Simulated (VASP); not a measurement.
Consider the following.

```xyz
3
Lattice="0.0000 2.7374 2.7374 2.7374 0.0000 2.7374 2.7374 2.7374 0.0000" Properties=species:S:1:pos:R:3 pbc="T T T"
Si     1.3687     1.3687     1.3687
Si     4.1061     4.1061     4.1061
Ni     0.0000     0.0000     0.0000
```

The numbers are results of revPBE GGA, VASP's PBE PAW potentials (set 64) (plane waves; VASP 6.6.1), not measurements. Numerical set-up: 520 eV cut-off, Gaussian smearing of 0.050 eV, potentials Si Ni.

Question: Predict the band gap (along the path) with the smallest direct gap where there is one.

Answer: 
```json
{
  "band gap (along the path)": "none (metal, semimetal or under 0.01 eV)"
}
```

Only differences to runs with the same potentials and settings are physical.

The compound is NiSi2 in the fluorite structure. It was relaxed first. The run is not spin-polarised, so no magnetic state was tried.
